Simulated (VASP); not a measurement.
Output of a VASP run:

OUTCAR:
```
 ion  position               nearest neighbor table
   1  0.000  0.000  0.000-   2 2.22   2 2.22   2 2.22   2 2.22   2 2.22   2 2.22
   2  0.333  0.667  0.500-   1 2.22   1 2.22   1 2.22   1 2.22   1 2.22   1 2.22
  LATTYP: Found a hexagonal cell.
 ALAT       =     2.9261312617
 C/A-ratio  =     0.9819413040
 Subroutine PRICEL returns:
 Original cell was already a primitive cell.
 Subroutine GETGRP returns: Found 12 space group operations
The static configuration has the point symmetry D_3h.
The dynamic configuration has the point symmetry D_3h.
 Subroutine INISYM returns: Found 12 space group operations
 Subroutine IBZKPT returns following result:
 Found    240 irreducible k-points:

 Following reciprocal coordinates:
            Coordinates               Weight
  0.000000  0.000000  0.000000      1.000000
  0.062500  0.000000  0.000000      6.000000
  0.125000  0.000000  0.000000      6.000000
  0.187500  0.000000  0.000000      6.000000
  0.250000  0.000000  0.000000      6.000000
  0.312500 -0.000000  0.000000      6.000000
  0.375000  0.000000  0.000000      6.000000
  0.437500 -0.000000  0.000000      6.000000
  0.500000  0.000000  0.000000      3.000000
  0.062500  0.062500  0.000000      6.000000
  0.125000  0.062500  0.000000     12.000000
  0.187500  0.062500  0.000000     12.000000
  0.250000  0.062500  0.000000     12.000000
  0.312500  0.062500  0.000000     12.000000
  0.375000  0.062500  0.000000     12.000000
  0.437500  0.062500  0.000000     12.000000
  0.125000  0.125000  0.000000      6.000000
  0.187500  0.125000  0.000000     12.000000
  0.250000  0.125000  0.000000     12.000000
  0.312500  0.125000  0.000000     12.000000
  0.375000  0.125000  0.000000     12.000000
  0.437500  0.125000  0.000000      6.000000
  0.187500  0.187500  0.000000      6.000000
  0.250000  0.187500  0.000000     12.000000
  0.312500  0.187500  0.000000     12.000000
  0.375000  0.187500  0.000000     12.000000
  0.250000  0.250000  0.000000      6.000000
  0.312500  0.250000  0.000000     12.000000
  0.375000  0.250000  0.000000      6.000000
  0.312500  0.312500  0.000000      6.000000
  0.000000  0.000000  0.071429      2.000000
  0.062500  0.000000  0.071429     12.000000
  0.125000  0.000000  0.071429     12.000000
  0.187500  0.000000  0.071429     12.000000
  0.250000  0.000000  0.071429     12.000000
  0.312500 -0.000000  0.071429     12.000000
  0.375000  0.000000  0.071429     12.000000
  0.437500 -0.000000  0.071429     12.000000
  0.500000  0.000000  0.071429      6.000000
  0.062500  0.062500  0.071429     12.000000
   k-points           NKPTS =    240   k-points in BZ     NKDIM =    240   number of bands    NBANDS=     12
   number of dos      NEDOS =    601   number of ions     NIONS =      2
   total plane-waves  NPLWV =  13824
   dimension x,y,z NGX =    24 NGY =   24 NGZ =   24
   dimension x,y,z NGXF=    48 NGYF=   48 NGZF=   48
   ions per type =               1   1
   PREC   = accura    normal or accurate (medium, high low for compatibility)
   ISTART =      0    job   : 0-new  1-cont  2-samecut
   ICHARG =      2    charge: 1-file 2-atom 10-const
   ISPIN  =      1    spin polarized calculation?
   LNONCOLLINEAR =      F non collinear calculations
   LSORBIT =      F    spin-orbit coupling
   INIWAV =      1    electr: 0-lowe 1-rand  2-diag
   ENCUT  =  520.0 eV  38.22 Ry    6.18 a.u.   5.44  5.44  5.34*2*pi/ulx,y,z
   NELM   =    100;   NELMIN=  2; NELMDL= -5     # of ELM steps
   EDIFF  = 0.1E-06   stopping-criterion for ELM
   LREAL  =      F    real-space projection
   NLSPLINE    = F    spline interpolate recip. space projectors
   LMAXMIX     =    6 max onsite mixed and CHGCAR
   VOSKOWN=      0    Vosko Wilk Nusair interpolation
   EDIFFG = 0.1E-05   stopping-criterion for IOM
   NSW    =      0    number of steps for IOM
   NBLOCK =      1;   KBLOCK =      1    inner block; outer block
...
```

**OSZICAR**
```
       N       E                     dE             d eps       ncg     rms          rms(c)
DAV:   1     0.891790481014E+02    0.89179E+02   -0.92756E+03  5760   0.141E+03
DAV:   2    -0.223609775343E+02   -0.11154E+03   -0.10546E+03  6572   0.342E+02
DAV:   3    -0.260917912150E+02   -0.37308E+01   -0.36794E+01  7148   0.573E+01
DAV:   4    -0.261339870230E+02   -0.42196E-01   -0.42086E-01  6392   0.593E+00
DAV:   5    -0.261344308572E+02   -0.44383E-03   -0.44359E-03  6940   0.518E-01    0.244E+01
DAV:   6    -0.239376277487E+02    0.21968E+01   -0.76192E+00  6916   0.280E+01    0.107E+01
DAV:   7    -0.238397323394E+02    0.97895E-01   -0.42761E-01  6548   0.629E+00    0.701E+00
DAV:   8    -0.238096541448E+02    0.30078E-01   -0.13523E-01  6428   0.362E+00    0.102E+00
DAV:   9    -0.238056402684E+02    0.40139E-02   -0.15043E-02  6576   0.105E+00    0.261E-01
DAV:  10    -0.238054937513E+02    0.14652E-03   -0.89547E-04  6832   0.376E-01    0.474E-02
DAV:  11    -0.238054755425E+02    0.18209E-04   -0.74111E-05  6888   0.963E-02    0.135E-02
DAV:  12    -0.238054753517E+02    0.19075E-06   -0.36765E-06  6340   0.215E-02    0.266E-03
DAV:  13    -0.238054752526E+02    0.99116E-07   -0.44853E-08  3724   0.233E-03
   1 F= -.23805475E+02 E0= -.23805475E+02  d E =0.000000E+00
```

OUTCAR:
```
------------------------ aborting loop because EDIFF is reached ----------------------------------------
  FORCE on cell =-STRESS in cart. coord.  units (eV):
  Direction    XX          YY          ZZ          XY          YZ          ZX
  --------------------------------------------------------------------------------------
  Total       -0.0024092     -0.0024092     -0.0006299     -0.0000000      0.0000000      0.0000000
  in kB       -0.1811670     -0.1811670     -0.0473660     -0.0000000      0.0000000      0.0000000
  external PRESSURE =      -0.1365667 kB  Pullay stress =       0.0000000 kB
  volume of cell :       21.31
      direct lattice vectors                 reciprocal lattice vectors
     2.926131262  0.000000000  0.000000000     0.341748169  0.197308369  0.000000000
    -1.463065631  2.534104367  0.000000000     0.000000000  0.394616738  0.000000000
     0.000000000  0.000000000  2.873289147     0.000000000  0.000000000  0.348033194
 POSITION                                       TOTAL-FORCE (eV/Angst)
 -----------------------------------------------------------------------------------
      0.00000      0.00000      0.00000         0.000000      0.000000      0.000000
     -0.00000      1.68940      1.43664        -0.000000      0.000000      0.000000
 -----------------------------------------------------------------------------------
    total drift:                                0.000287     -0.000161      0.000000
  FREE ENERGIE OF THE ION-ELECTRON SYSTEM (eV)
  ---------------------------------------------------
  free  energy   TOTEN  =       -23.8054752526 eV

  energy  without entropy=      -23.8054752526  energy(sigma->0) =      -23.80547525

 total charge

# of ion       s       p       d       tot
------------------------------------------
    1        1.222   2.500   0.000   3.722
    2        0.308   6.274   2.455   9.037
--------------------------------------------------
tot          1.530   8.775   2.455  12.759
```
(Selected blocks of OUTCAR.)

File POSCAR:
```
TaN
1
    2.9261312617     0.0000000000    -0.0000000000
   -1.4630656308     2.5341043667     0.0000000000
   -0.0000000000    -0.0000000000     2.8732891467
N Ta
1 1
Direct
  0.0000000000   0.0000000000   0.0000000000
  0.3333330000   0.6666670000   0.5000000000
```

Reconstruct the remaining input files.

One answer among several that fit: the input of the run itself, PBEsol GGA, plane waves, VASP's PBE PAW potentials (set 64).

INCAR:
```
NELM = 100   ! most electronic steps
LORBIT = 11   ! lm-projected
GGA = PS
NEDOS = 601
ENCUT = 520   ! plane-wave cut-off (eV)
EDIFF = 1E-7   ! SCF stop (eV)
LWAVE = .False.
LCHARG = .True.
LMAXMIX = 6
LASPH = .True.
ISMEAR = -5
SYSTEM = TaN
PREC = Accurate
ALGO = Normal
LREAL = .False.
ISIF = 2
```

### KPOINTS
```
Automatic mesh
0
Gamma
16 16 14
0 0 0
```

POTCAR, in this order: N Ta_pv (PBE.64 set). Program: vasp_std.

For a metal the tetrahedron method with Blöchl corrections gives inexact stress and forces.

The structure comes from a measured TaN entry (P-6m2) of the Crystallography Open Database, whose conditions weren't checked. It was relaxed first.
